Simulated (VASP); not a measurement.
Given:

```
Ag3Sn
1.0
    3.02530     0.00000     0.00000
   -1.51265     2.61998     0.00000
    0.00000     0.00000     9.46513
Ag Sn
3 1
Direct
  0.00000   0.00000   0.50000
  0.66667   0.33333   0.26321
  0.66667   0.33333   0.73679
  0.00000   0.00000   0.00000
```

All values below come from PBEsol GGA, VASP's PBE PAW potentials (set 64) (plane waves; VASP 6.6.1). Run with 400 eV cut-off, 13×13×4 Γ-centred mesh, tetrahedra with Blöchl corrections, potentials Ag Sn_d.

The cores are frozen, which limits the accuracy of field gradients.

**Question.** Give the principal components of the electric field gradient (V/Å²) and the asymmetry η at each nucleus.

**Answer.** 
```csv
atom,Vxx,Vyy,Vzz,η
Ag1,16.6,16.6,-33.3,0.00
Ag2,-4.9,-4.9,9.8,0.00
Ag3,-4.9,-4.9,9.8,0.00
Sn4,19.4,19.4,-38.7,0.00
```

The structure comes from a computed database's Ag3Sn entry (P-6m2); how it stands against other phases isn't given here. It was relaxed first, which changed the volume by -8 %.
